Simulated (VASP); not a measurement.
Computed with LDA (Ceperley-Alder, Perdew-Zunger), VASP's LDA PAW potentials (set 64) (plane waves; VASP).

A VASP calculation is set up with these files.

KPOINTS:
```
Automatic mesh
0
G
9 9 9
```

POSCAR:
```
MgS
1
    0.0000000000     2.4778597513     2.4778597513
    2.4778597513     0.0000000000     2.4778597513
    2.4778597513     2.4778597513     0.0000000000
Mg S
1 1
Direct
  0.0000000000   0.0000000000   0.0000000000
  0.5000000000   0.5000000000   0.5000000000
```

### INCAR
```
! general
SYSTEM  = MgS
PREC    = Accurate
ENCUT   = 500
LREAL   = F
LASPH   = T

! electronic loop
EDIFF   = 1E-6
NELM    = 100
ALGO    = Normal

! smearing
ISMEAR  = 0
SIGMA   = 0.05

! ions
IBRION  = 2
NSW     = 40
ISIF    = 3
EDIFFG  = -0.02
PSTRESS = 200

! output
LWAVE   = F
LCHARG  = F
```

POTCAR, in this order: Mg S (LDA.64 set). Program: vasp_std.

The run wrote:

File OSZICAR:
```
       N       E                     dE             d eps       ncg     rms          rms(c)
DAV:   1     0.213444120804E+02    0.21344E+02   -0.38392E+03   584   0.803E+02
DAV:   2    -0.906624693290E+01   -0.30411E+02   -0.28296E+02   736   0.109E+02
DAV:   3    -0.990491865571E+01   -0.83867E+00   -0.83867E+00   712   0.246E+01
DAV:   4    -0.990773972969E+01   -0.28211E-02   -0.28211E-02   888   0.154E+00
DAV:   5    -0.990774286263E+01   -0.31329E-05   -0.31329E-05   720   0.437E-02    0.518E+00
DAV:   6    -0.955822070612E+01    0.34952E+00   -0.83577E-01   576   0.466E+00    0.401E+00
DAV:   7    -0.950756448649E+01    0.50656E-01   -0.21987E-01   712   0.246E+00    0.242E+00
DAV:   8    -0.950369131530E+01    0.38732E-02   -0.78552E-03   640   0.673E-01    0.819E-01
DAV:   9    -0.950353429317E+01    0.15702E-03   -0.37765E-04   696   0.146E-01    0.216E-01
DAV:  10    -0.950353125094E+01    0.30422E-05   -0.13051E-05   808   0.253E-02    0.770E-02
DAV:  11    -0.950353110655E+01    0.14440E-06   -0.20784E-06   528   0.886E-03
   1 F= -.57053159E+01 E0= -.57053159E+01  d E =-.570532E+01
       N       E                     dE             d eps       ncg     rms          rms(c)
DAV:   1    -0.949964068201E+01    0.38906E-02   -0.11190E+01   704   0.239E+01    0.730E+00
DAV:   2    -0.906293981354E+01    0.43670E+00   -0.10898E+00   576   0.611E+00    0.234E+00
DAV:   3    -0.900097694029E+01    0.61963E-01   -0.28715E-01   576   0.320E+00    0.193E+00
DAV:   4    -0.900055770478E+01    0.41924E-03   -0.20020E-03   680   0.410E-01    0.175E+00
DAV:   5    -0.899831151036E+01    0.22462E-02   -0.13645E-03   592   0.270E-01    0.578E-01
DAV:   6    -0.899824424138E+01    0.67269E-04   -0.32445E-05   736   0.431E-02    0.177E-01
DAV:   7    -0.899824212810E+01    0.21133E-05   -0.68282E-07   608   0.822E-03    0.461E-02
DAV:   8    -0.899824156031E+01    0.56778E-06   -0.10227E-06   304   0.564E-03
   2 F= -.56995923E+01 E0= -.56995923E+01  d E =0.572351E-02
       N       E                     dE             d eps       ncg     rms          rms(c)
DAV:   1    -0.944235875845E+01   -0.44412E+00   -0.26950E+00   712   0.110E+01    0.292E+00
DAV:   2    -0.933190636524E+01    0.11045E+00   -0.29963E-01   560   0.321E+00    0.108E+00
DAV:   3    -0.931733548100E+01    0.14571E-01   -0.72670E-02   584   0.157E+00    0.577E-01
DAV:   4    -0.931709035425E+01    0.24513E-03   -0.58110E-04   648   0.215E-01    0.494E-01
DAV:   5    -0.931667322169E+01    0.41713E-03   -0.21273E-04   632   0.107E-01    0.750E-02
DAV:   6    -0.931666285354E+01    0.10368E-04   -0.47419E-06   704   0.173E-02    0.295E-02
DAV:   7    -0.931666237742E+01    0.47612E-06   -0.39813E-07   320   0.380E-03
   3 F= -.57735032E+01 E0= -.57735032E+01  d E =-.681874E-01
```

File OUTCAR:
```
------------------------ aborting loop because EDIFF is reached ----------------------------------------
  FORCE on cell =-STRESS in cart. coord.  units (eV):
  Direction    XX          YY          ZZ          XY          YZ          ZX
  --------------------------------------------------------------------------------------
  Total        3.5163249      3.5163249      3.5163249      0.0000000      0.0000000      0.0000000
  in kB      198.4852897    198.4852897    198.4852897      0.0000000      0.0000000      0.0000000
  external PRESSURE =      -1.5147103 kB  Pullay stress =     200.0000000 kB
  volume of cell :       28.38
      direct lattice vectors                 reciprocal lattice vectors
     0.000000000  2.421105705  2.421105705    -0.206517212  0.206517212  0.206517212
     2.421105705  0.000000000  2.421105705     0.206517212 -0.206517212  0.206517212
     2.421105705  2.421105705  0.000000000     0.206517212  0.206517212 -0.206517212
 POSITION                                       TOTAL-FORCE (eV/Angst)
 -----------------------------------------------------------------------------------
      0.00000      0.00000      0.00000         0.000000     -0.000000      0.000000
      2.42111      2.42111      2.42111        -0.000000      0.000000     -0.000000
 -----------------------------------------------------------------------------------
    total drift:                                0.000000      0.000000      0.000000
  FREE ENERGIE OF THE ION-ELECTRON SYSTEM (eV)
  ---------------------------------------------------
  free  energy   TOTEN  =        -9.3166623774 eV

  energy  without entropy=       -9.3166623774  energy(sigma->0) =       -9.31666238
  enthalpy is  TOTEN    =        -5.7735032131 eV   P V=        3.5431591643

 reached required accuracy - stopping structural energy minimisation
```
(Selected blocks of OUTCAR.)

CONTCAR:
```
MgS
   1.00000000000000
     0.0000000000000000    2.4211057046869877    2.4211057046869877
     2.4211057046869877    0.0000000000000000    2.4211057046869877
     2.4211057046869877    2.4211057046869877    0.0000000000000000
  Mg              S
     1     1
Direct
     0.0000000000000000    0.0000000000000000    0.0000000000000000
     0.5000000000000000    0.5000000000000000    0.5000000000000000
```

Energy and stress use the plane-wave basis of the starting cell.

The compound is MgS in the rock salt structure. This run relaxes it under an external pressure of 20 GPa. Symmetry was kept, so distortions that lower it aren't found.
